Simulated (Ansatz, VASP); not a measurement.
# V3HgN in two plane-wave programs, part 2 of 2

One calculation is typed for both programs; each brings its own data sets and cutoff. How far apart do they land? The cell is invented: As first built, before any earlier steps moved the atoms (in the runner's words): it takes the Mn3HgN structure with some of its atoms replaced by other elements, volume scaled by an estimate. It may not be a known or stable phase. The cell is taken from a series of VASP runs on this material, whose earlier steps may have relaxed, scaled or displaced it; both programs get it as it stands.

VASP 6.6.1 and Ansatz 0.2.0.

So far: The structure; Ansatz: relaxation of cell and atoms, PBE.

### Step 3. VASP: relaxation of cell and atoms, PBE

Level of this step: PBE, spin-polarised from a ferromagnetic start; plane waves and PAW (Hg, V_sv, N); invented cell (VASP).

The same cell, functional, mesh and smearing now go to VASP, with its own data sets and cutoff.

Lines of VASP's logs that name or quote its potential files are left out, and so is its time.

Input file INCAR:

```
SYSTEM = V3HgN
PREC = Accurate
ENCUT = 520
EDIFF = 1E-06
NELM = 100
ISMEAR = -1
SIGMA = 0.05
LREAL = .FALSE.
ALGO = Normal
GGA = PE
NBANDS = 37
ISPIN = 2
MAGMOM = 0 2 2 2 0
LMAXMIX = 4
LORBIT = 11
LWAVE = .FALSE.
LCHARG = .FALSE.
KPAR = 2
IBRION = 2
NSW = 60
ISIF = 3
EDIFFG = -0.01
```

Input file POSCAR:

```
V3HgN
1.0
    4.0169311694      0.0000000000      0.0000000000
    0.0000000000      4.0169311694      0.0000000000
    0.0000000000      0.0000000000      4.0169311694
Hg V N
1 3 1
Direct
    0.5000000000      0.5000000000      0.5000000000
    0.5000000000      0.0000000000      0.0000000000
    0.0000000000      0.5000000000      0.0000000000
    0.0000000000      0.0000000000      0.5000000000
    0.0000000000      0.0000000000      0.0000000000
```

Input file KPOINTS:

```
Automatic mesh
0
Gamma
7 7 7
0 0 0
```

PAW data sets: Hg, V_sv and N (PBE family, release 64).

Command:

```sh
$ mpirun -np 2 vasp_std
```

Numbers of over 12 decimals in the logs are rounded to 6 here.

What it wrote:

```text
[banner, memory and clock lines left out]
running    2 mpi-ranks, on    1 nodes
 distrk:  each k-point on    1 cores,    2 groups
 distr:  one band on    1 cores,    1 groups

 POSCAR found type information on POSCAR HgV N
 POSCAR found :  3 types and       5 ions
 LDA part: xc-table for (Slater+PW92), standard interpolation
 POSCAR, INCAR and KPOINTS ok, starting setup
 FFT: planning ... GRIDC
 FFT: planning ... GRID_SOFT
 FFT: planning ... GRID
 WAVECAR not read
 entering main loop
       N       E                     dE             d eps       ncg     rms          rms(c)
DAV:   1     0.767690561771E+03    0.76769E+03   -0.32707E+04  2960   0.173E+03
DAV:   2     0.515135530097E+01   -0.76254E+03   -0.74320E+03  2975   0.553E+02
DAV:   3    -0.431541508646E+02   -0.48306E+02   -0.46817E+02  3609   0.143E+02
DAV:   4    -0.445476899455E+02   -0.13935E+01   -0.13780E+01  3528   0.225E+01
DAV:   5    -0.445650483263E+02   -0.17358E-01   -0.17344E-01  3360   0.262E+00    0.376E+01
DAV:   6    -0.376490497791E+02    0.69160E+01   -0.54857E+01  3863   0.479E+01    0.999E+00
DAV:   7    -0.375194148258E+02    0.12963E+00   -0.59592E+00  3300   0.173E+01    0.943E+00
DAV:   8    -0.374803699067E+02    0.39045E-01   -0.56043E-01  3270   0.472E+00    0.374E+00
DAV:   9    -0.374751643848E+02    0.52055E-02   -0.86236E-02  3351   0.178E+00    0.102E+00
DAV:  10    -0.374775825731E+02   -0.24182E-02   -0.15634E-02  3358   0.848E-01    0.598E-01
DAV:  11    -0.374822653868E+02   -0.46828E-02   -0.55620E-03  3677   0.469E-01    0.327E-01
DAV:  12    -0.374852642762E+02   -0.29989E-02   -0.32320E-03  3465   0.281E-01    0.238E-01
DAV:  13    -0.374866204640E+02   -0.13562E-02   -0.17249E-03  3611   0.203E-01    0.114E-01
DAV:  14    -0.374869840454E+02   -0.36358E-03   -0.46805E-04  3394   0.975E-02    0.741E-02
DAV:  15    -0.374870880513E+02   -0.10401E-03   -0.10789E-04  3427   0.520E-02    0.467E-02
DAV:  16    -0.374871562659E+02   -0.68215E-04   -0.16510E-04  3353   0.608E-02    0.119E-02
DAV:  17    -0.374871602427E+02   -0.39768E-05   -0.15830E-05  3068   0.215E-02    0.715E-03
DAV:  18    -0.374871603845E+02   -0.14181E-06   -0.52064E-07  1628   0.575E-03
   1 F= -.37487160E+02 E0= -.37460024E+02  d E =-.374872E+02  mag=     0.0002
 curvature:   0.00 expect dE= 0.000E+00 dE for cont linesearch  0.000E+00
 trial: gam= 0.00000 g(F)=  0.000E+00 g(S)=  0.236E-05 ort = 0.000E+00 (trialstep = 0.100E+01)
 search vector abs. value=  0.236E-05
 reached required accuracy - stopping structural energy minimisation
```

From OUTCAR (step 3):

```text
ion  position               nearest neighbor table
   1  0.500  0.500  0.500-   2 2.84   3 2.84   4 2.84   2 2.84   3 2.84   2 2.84   4 2.84   2 2.84
                             3 2.84   4 2.84   3 2.84   4 2.84
   2  0.500  0.000  0.000-   5 2.01   5 2.01   4 2.84   1 2.84   1 2.84   4 2.84   1 2.84   3 2.84
                             1 2.84   3 2.84   4 2.84   3 2.84   4 2.84   3 2.84
   3  0.000  0.500  0.000-   5 2.01   5 2.01   4 2.84   1 2.84   1 2.84   4 2.84   2 2.84   4 2.84
                             2 2.84   4 2.84   1 2.84   2 2.84   1 2.84   2 2.84
   4  0.000  0.000  0.500-   5 2.01   5 2.01   3 2.84   1 2.84   2 2.84   3 2.84   2 2.84   1 2.84
                             3 2.84   3 2.84   1 2.84   2 2.84   2 2.84   1 2.84
   5  0.000  0.000  0.000-   2 2.01   3 2.01   4 2.01   4 2.01   3 2.01   2 2.01

  LATTYP: Found a simple cubic cell.
 ALAT       =     4.0169311694

 Subroutine GETGRP returns: Found 48 space group operations
 (whereof 48 operations were pure point group operations)

The static configuration has the point symmetry O_h .

 Found     20 irreducible k-points:

   k-points           NKPTS =     20   k-points in BZ     NKDIM =     20   number of bands    NBANDS=     37

   dimension x,y,z NGX =    30 NGY =   30 NGZ =   30
   dimension x,y,z NGXF=    60 NGYF=   60 NGZF=   60

   ENCUT  =  520.0 eV  38.22 Ry    6.18 a.u.   7.47  7.47  7.47*2*pi/ulx,y,z

   NELECT =      56.0000    total number of electrons

 k-points in reciprocal lattice and weights: Automatic mesh
   0.00000000  0.00000000  0.00000000       0.003
   0.14285714  0.00000000  0.00000000       0.017
   0.28571429  0.00000000  0.00000000       0.017
   0.42857143  0.00000000  0.00000000       0.017
   0.14285714  0.14285714  0.00000000       0.035
   0.28571429  0.14285714  0.00000000       0.070
   0.42857143  0.14285714  0.00000000       0.070
   0.28571429  0.28571429  0.00000000       0.035
   0.42857143  0.28571429  0.00000000       0.070
[...]
0.42857143  0.42857143  0.28571429       0.070
   0.42857143  0.42857143  0.42857143       0.023

 average (electrostatic) potential at core
       1 -35.5045       2 -71.9663       3 -71.9663       4 -71.9663       5 -61.1295

 E-fermi :   8.8025

 spin component 1
 k-point     1 :       0.0000    0.0000    0.0000
  band No.  band energies     occupation
    ...
     23       6.9615      1.00000
     24       6.9615      1.00000
     25       6.9615      1.00000
     26       7.7435      1.00000
     27       7.7435      1.00000
     28       9.8612      0.00000
     29       9.8612      0.00000
     30       9.8612      0.00000
     31       9.9234      0.00000
     32       9.9234      0.00000
    ...

 k-point     2 :       0.1429    0.0000    0.0000
  band No.  band energies     occupation
    ...
     23       6.9468      1.00000
     24       7.0224      1.00000
     25       7.0224      1.00000
     26       7.4839      1.00000
     27       7.8487      1.00000
     28       9.5633      0.00000
     29       9.5633      0.00000
     30       9.5995      0.00000
     31       9.8195      0.00000
     32       9.9077      0.00000
    ...

 k-point     3 :       0.2857    0.0000    0.0000
  band No.  band energies     occupation
    ...
     23       6.4411      1.00000
     24       6.9124      1.00000
     25       7.0431      1.00000
     26       7.0431      1.00000
     27       8.1486      1.00000
     28       8.9748      0.03089
     29       9.3141      0.00004
     30       9.3141      0.00004
     31       9.7287      0.00000
     32       9.8504      0.00000
    ...

 k-point     4 :       0.4286    0.0000    0.0000
  band No.  band energies     occupation
    ...
     24       6.8834      1.00000
     25       6.9527      1.00000
     26       6.9527      1.00000
     27       8.5346      0.99531
     28       8.7136      0.85558
     29       9.3889      0.00001
     30       9.3889      0.00001
     31       9.6586      0.00000
     32       9.6643      0.00000
     33      10.0834      0.00000
    ...

 k-point     5 :       0.1429    0.1429    0.0000
  band No.  band energies     occupation
    ...
     23       6.9147      1.00000
     24       6.9689      1.00000
     25       7.1620      1.00000
     26       7.4571      1.00000
     27       7.7618      1.00000
     28       9.2287      0.00020
     29       9.2741      0.00008
     30       9.4799      0.00000
     31       9.8593      0.00000
     32      10.0426      0.00000
    ...

 k-point     6 :       0.2857    0.1429    0.0000
  band No.  band energies     occupation
    ...
     23       6.3771      1.00000
     24       6.9072      1.00000
     25       7.0609      1.00000
     26       7.2829      1.00000
     27       8.0036      1.00000
     28       8.9543      0.04582
     29       9.0293      0.01061
     30       9.2788      0.00007
     31       9.8225      0.00000
     32       9.9555      0.00000
    ...

  Total       -0.0090344     -0.0090344     -0.0090344      0.0000000     -0.0000000      0.0000000
  in kB       -0.2233204     -0.2233204     -0.2233204      0.0000000     -0.0000000      0.0000000
  external PRESSURE =      -0.2233204 kB  Pullay stress =       0.0000000 kB

  energy-cutoff  :      520.00
  volume of cell :       64.82
      direct lattice vectors                 reciprocal lattice vectors
     4.016931169  0.000000000  0.000000000     0.248946262  0.000000000  0.000000000
     0.000000000  4.016931169  0.000000000     0.000000000  0.248946262  0.000000000
     0.000000000  0.000000000  4.016931169     0.000000000  0.000000000  0.248946262

 POSITION                                       TOTAL-FORCE (eV/Angst)
 -----------------------------------------------------------------------------------
      2.00847      2.00847      2.00847         0.000000      0.000000      0.000000
      2.00847      0.00000      0.00000         0.000000      0.000000      0.000000
      0.00000      2.00847      0.00000         0.000000      0.000000      0.000000
      0.00000      0.00000      2.00847         0.000000      0.000000      0.000000
      0.00000      0.00000      0.00000         0.000000      0.000000      0.000000
 -----------------------------------------------------------------------------------
    total drift:                                0.000000     -0.000000      0.000000

  FREE ENERGIE OF THE ION-ELECTRON SYSTEM (eV)
  ---------------------------------------------------
  free  energy   TOTEN  =       -37.4871603845 eV

  energy  without entropy=      -37.4328872229  energy(sigma->0) =      -37.46002380

 reached required accuracy - stopping structural energy minimisation

 total charge
# of ion       s       p       d       tot
------------------------------------------
    1        0.846   0.720   9.198  10.763
    2        2.239   6.219   3.104  11.562
    3        2.239   6.219   3.104  11.562
    4        2.239   6.219   3.104  11.562
    5        1.255   2.525   0.000   3.779
--------------------------------------------------
tot          8.816  21.901  18.510  49.227

 magnetization (x)
# of ion       s       p       d       tot
------------------------------------------
    1       -0.000  -0.000   0.000   0.000
    2        0.000   0.000   0.000   0.000
    3        0.000   0.000   0.000   0.000
    4        0.000   0.000   0.000   0.000
    5       -0.000  -0.000   0.000  -0.000
--------------------------------------------------
tot          0.000  -0.000   0.001   0.001

[... 6 further parts left out ...]
```

### Step 4. Comparison

Known differences besides the potentials themselves: both relaxations stop at a tolerance, which leaves soft axes loose, and VASP keeps its plane-wave basis; the data sets hold 64 valence electrons in Ansatz (default PAW (the set named soft_2) files) and 56 in VASP; the cutoff is 420 eV in Ansatz and 520 eV in VASP; VASP leaves aspherical gradient terms in its spheres out (LASPH is not set), Ansatz keeps them; Ansatz adds a Pulay correction to the stress that steers its cell, VASP none. Total energies have different zeros and are not compared.

The two programs side by side:

```csv
quantity,Ansatz,VASP,difference
volume (Å³),64.55,64.82,-0.41 %
"edge a after relaxation, in the typed setting (Å)",4.011,4.017,-0.14 %
```

The walks stopped with 0.01 GPa left in Ansatz and -0.02 GPa in VASP; each walk ends within a tolerance, so the volume difference is uncertain by about these residues over the bulk modulus, most in soft cells.

### Step 5. Results

| Quantity | Value |
| --- | --- |
| difference in volume (relaxation of cell and atoms, PBE) | -0.41 % |

In words: The difference in volume is -0.41 % (relaxation of cell and atoms, PBE), within the 1.2 % picked in this series as the mark of a large difference, as far as the stopping tolerances let one tell. How closely two codes agree says nothing of how well the functional describes the real material.

[Lines on the potential files, build, host, timing and source positions are cut from VASP's logs without a mark.]

[Logs are printed without paths, hosts, clocks, repeated set-up lines and the standing remarks that a program may print on its own settings, such as how far it seeks lower states.]

[Hosts, paths, dates, database ids (printed as entryN), source tags and the programs' standing remarks are cut or masked in the printed files.]
